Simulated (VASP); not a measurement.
Given:

```
CELL_PARAMETERS angstrom
      3.21956     0.00000     0.00000
     -1.60978     2.78822     0.00000
      0.00000     0.00000    15.86788
ATOMIC_POSITIONS crystal
  Hf 0.00000 0.00000 0.50000
  O  0.33333 0.66667 0.56011
  O  0.66667 0.33333 0.43989
```

All values below come from r2SCAN meta-GGA, VASP's PBE PAW potentials (set 64) (plane waves; VASP). Settings: 520 eV cut-off, 9×9×1 Γ-centred mesh, tetrahedra with Blöchl corrections, potentials Hf_pv O.

The cell holds a wide vacuum, so values per volume refer to the whole cell. The cores are frozen, which limits the accuracy of field gradients.

**Question.** Give the principal components of the electric field gradient (V/Å²) and the asymmetry η at each nucleus.

**Answer.** 
```tsv
atom	Vxx	Vyy	Vzz	η
Hf1	-148.3	-148.3	296.7	0.00
O2	1.8	1.8	-3.6	0.00
O3	1.8	1.8	-3.6	0.00
```

The cell is a sheet with vacuum, built from a generated structure.
